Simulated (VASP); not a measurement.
**Au (relaxed from the bcc structure, space group Im-3m): computed properties**

Calculation: PBEsol GGA, VASP's PBE PAW potentials (set 64) (plane waves; VASP 6.6.1).

| Property | Result |
|---|---|
| space group | Im-3m (229) |
| cell | a = b = c = 3.239 Å, α = β = γ = 90.00° |
| volume per atom | 16.99 Å³/atom |
| band gap (over mesh and band path) | none (metal, semimetal or under 0.01 eV) |
| density | 19.25 g/cm³ |

```cif
data_Au2
_chemical_formula_sum 'Au2'
_space_group_name_H-M_alt 'Im-3m'
_space_group_IT_number 229
_space_group_name_Hall '-I 4 2 3'
_cell_length_a 3.23893
_cell_length_b 3.23893
_cell_length_c 3.23893
_cell_angle_alpha 90.000
_cell_angle_beta 90.000
_cell_angle_gamma 90.000
loop_
_atom_site_label
_atom_site_type_symbol
_atom_site_symmetry_multiplicity
_atom_site_Wyckoff_symbol
_atom_site_fract_x
_atom_site_fract_y
_atom_site_fract_z
_atom_site_occupancy
Au1 Au 2 a 0.00000 0.00000 0.00000 1
```
(The calculation used a cell of 1 atom; values per cell refer to that cell.)

Unless said otherwise, spin-orbit coupling is left out, though it shifts the bands of the heavy elements here.

The structure was generated: Au was put into the bcc type (Im-3m), which need not be its known phase. It was relaxed first. Symmetry was kept, so distortions that lower it aren't found.
